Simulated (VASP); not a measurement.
All values below come from PBE GGA, VASP's PBE PAW potentials (set 64) (plane waves; VASP).

VASP ran on this input.

**POSCAR**
```
P
1
    1.6550000000    -5.2400000000    -0.0000000000
    1.6550000000     5.2400000000     0.0000000000
    0.0000000000     0.0000000000     4.3800000000
P
4
Direct
  0.1017000000   0.8983000000   0.9194000000
  0.3983000000   0.6017000000   0.4194000000
  0.6017000000   0.3983000000   0.5806000000
  0.8983000000   0.1017000000   0.0806000000
```

### KPOINTS
```
Automatic mesh
0
Gamma
8 8 6
0 0 0
```

### INCAR
```
SYSTEM = P
PREC = Accurate
ENCUT = 400
EDIFF = 1E-6
NELM = 100
ALGO = Normal
LREAL = .FALSE.
LASPH = .TRUE.
ISMEAR = 0
SIGMA = 0.05
GGA = PE
LWAVE = .FALSE.
LCHARG = .FALSE.
ISIF = 2
ISYM = 3
```

POTCAR, in this order: P (PBE.64 set). Program: vasp_std.

The run wrote:

OSZICAR:
```
       N       E                     dE             d eps       ncg     rms          rms(c)
DAV:   1     0.556240817881E+02    0.55624E+02   -0.73291E+03  2352   0.983E+02
DAV:   2    -0.180228649766E+02   -0.73647E+02   -0.71461E+02  3114   0.164E+02
DAV:   3    -0.215688023948E+02   -0.35459E+01   -0.35164E+01  3210   0.390E+01
DAV:   4    -0.216139219026E+02   -0.45120E-01   -0.45090E-01  2918   0.522E+00
DAV:   5    -0.216150114642E+02   -0.10896E-02   -0.10893E-02  3262   0.720E-01
```

File stdout:
```
 POSCAR found type information on POSCAR P
 POSCAR found :  1 types and       4 ions
 Reading from existing POTCAR
 Reading from existing POTCAR
 LDA part: xc-table for (Slater+PW92), standard interpolation
 POSCAR, INCAR and KPOINTS ok, starting setup
 WAVECAR not read
 entering main loop
       N       E                     dE             d eps       ncg     rms          rms(c)
DAV:   1     0.556240817881E+02    0.55624E+02   -0.73291E+03  2352   0.983E+02
DAV:   2    -0.180228649766E+02   -0.73647E+02   -0.71461E+02  3114   0.164E+02
DAV:   3    -0.215688023948E+02   -0.35459E+01   -0.35164E+01  3210   0.390E+01
DAV:   4    -0.216139219026E+02   -0.45120E-01   -0.45090E-01  2918   0.522E+00
DAV:   5    -0.216150114642E+02   -0.10896E-02   -0.10893E-02  3262   0.720E-01
 -----------------------------------------------------------------------------
|                     _     ____    _    _    _____     _                     |
|                    | |   |  _ \  | |  | |  / ____|   | |                    |
|                    | |   | |_) | | |  | | | |  __    | |                    |
|                    |_|   |  _ <  | |  | | | | |_ |   |_|                    |
|                     _    | |_) | | |__| | | |__| |    _                     |
|                    (_)   |____/   \____/   \_____|   (_)                    |
|                                                                             |
|                                                                             |
|     internal error in CHECK_FULL_KPOINTS: KPOINTS_FULL not properly         |
|     initialised                                                             |
|                                                                             |
|     If you are not a developer, you should not encounter this problem.      |
|     Please submit a bug report.                                             |
|                                                                             |
 -----------------------------------------------------------------------------
```

VASP stops with an error: internal error in CHECK_FULL_KPOINTS: KPOINTS_FULL not properly initialised If you are not a developer, you should not encounter this problem. Please submit a bug report.

The compound is P in the black structure. The cell was not relaxed at this level. The run is one of a series of settings (ISYM = 3 against the base run), some of them coarse on purpose.
